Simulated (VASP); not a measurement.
**Ga2H13N4F8 (a cell with a defect): single point with PBEsol**

Ga2H13N4F8 (a cell with a defect):

```
Ga H N F
1.0
     5.35809   -3.42624    0.00000
     5.35809    3.42624    0.00000
    -3.69421    0.00000    6.61506
Ga H N F
2 13 4 8
Cartesian
  0.1658 -0.0539 0.0024
  -1.9037 0.1049 3.3639
  -1.1928 0.0917 6.7186
  2.3264 0.4935 3.8760
  0.9013 0.1781 4.7680
  2.1289 -0.9138 5.0156
  4.7251 0.4432 6.8405
  5.1998 0.3527 5.1535
  1.3806 -0.8052 3.5125
  2.0054 -0.7657 1.6915
  2.0935 1.0838 1.4727
  4.7984 0.9322 3.0025
  5.6875 -0.3820 2.0215
  4.0020 -0.3761 2.2617
  8.5222 -0.8723 -0.7407
  5.2897 -0.0026 6.0702
  1.6849 -0.2305 4.3021
  4.8661 0.1236 2.3690
  1.9676 0.0370 0.9569
  5.5993 1.4716 -0.1832
  5.9884 -1.5972 -0.0077
  -0.6793 0.2082 1.7196
  4.4631 1.9902 4.0999
  4.5281 -2.5631 4.7178
  2.4248 2.1015 2.4651
  2.8040 -1.7971 2.5704
  7.2844 0.0580 4.6449
```

| Item | Value |
| --- | --- |
| Program | VASP 6.6.1 |
| Task | single point |
| Functional | PBEsol |
| Potentials or basis | VASP PAW PBE potentials, release 64 (Ga_d, H, N, F) |
| Cutoff | 520 eV |
| k mesh | 2 × 2 × 2 |
| Occupations | fermi-dirac, width 0.05 eV |
| Spin | no spin polarisation |
| Dipole correction | no |
| Further INCAR settings | LREAL = Auto; ALGO = Fast; EDIFF = 1e-07; NBANDS = 76 |

| Quantity | Value |
| --- | --- |
| Pressure | -0.2 GPa |
| Largest force | 2.944 eV/Å |
| Band gap on the k mesh | none (metal or under the smearing width) |

Forces in eV/Å, atoms in the order of the input:
```
Ga  -0.094 -0.227  0.056
Ga   0.534 -1.757  0.528
H    1.170 -0.686 -0.507
H   -0.486 -0.294  0.926
H   -1.362  1.047  0.471
H   -0.113  0.903 -0.304
H    0.378  0.000 -1.289
H   -0.261  2.025 -1.293
H   -0.373 -0.172  0.192
H    0.687  0.927 -2.067
H   -0.375 -2.327 -0.940
H    0.368  0.823  0.370
H    0.216  0.267  0.037
H   -0.648 -0.710 -0.237
H   -0.157 -1.772  0.421
N   -0.733 -0.010  2.138
N    2.070 -0.947 -0.466
N    0.331 -0.573 -0.642
N   -1.035  1.548  2.281
F    0.166  0.588  0.444
F   -0.572  0.142 -0.610
F   -0.121 -0.273  1.605
F   -0.348  0.031 -0.496
F   -0.280  0.691 -0.274
F    0.208  0.914  0.291
F   -0.269 -0.289  0.163
F    1.099  0.133 -0.800
```

Stress tensor (GPa, compression positive):
```
 1.34 -1.98 -0.57
-1.98 -0.86  0.35
-0.57  0.35 -1.21
```

Levels at points of the mesh, in eV from the Fermi level:
| k point | band 55 | band 56 | band 57 | band 58 | band 59 | band 60 |
| --- | --- | --- | --- | --- | --- | --- |
| (0.00, 0.00, 0.00) | -0.77 | -0.57 | -0.22 | -0.03 | 4.47 | 7.40 |
| (0.50, 0.00, 0.00) | -0.82 | -0.69 | -0.22 | 0.00 | 5.51 | 6.97 |
| (0.00, 0.50, 0.00) | -0.81 | -0.58 | -0.18 | 0.03 | 5.47 | 7.12 |
| (0.50, 0.50, 0.00) | -0.77 | -0.73 | -0.44 | 0.01 | 5.76 | 7.22 |
| (0.00, 0.00, 0.50) | -0.80 | -0.60 | -0.26 | -0.07 | 5.37 | 6.26 |
| (0.50, 0.00, 0.50) | -0.78 | -0.66 | -0.23 | 0.01 | 5.68 | 6.62 |
| (0.00, 0.50, 0.50) | -0.81 | -0.60 | -0.20 | 0.03 | 5.68 | 6.71 |
| (0.50, 0.50, 0.50) | -0.79 | -0.78 | -0.37 | 0.00 | 5.56 | 6.80 |

Wall time 4.1 min on 1 thread of Intel(R) Xeon(R) Platinum 8488C (Sapphire Rapids), on a shared host, peak memory 0.39 GiB.

Caveat: the k mesh is coarse (spacing up to 0.57 Å⁻¹), so the values aren't converged; the PAW data sets were made with another functional, which shifts forces and pressure a little; an odd number of electrons without spin polarisation forces a metal; a magnetic or distorted state may lie lower.
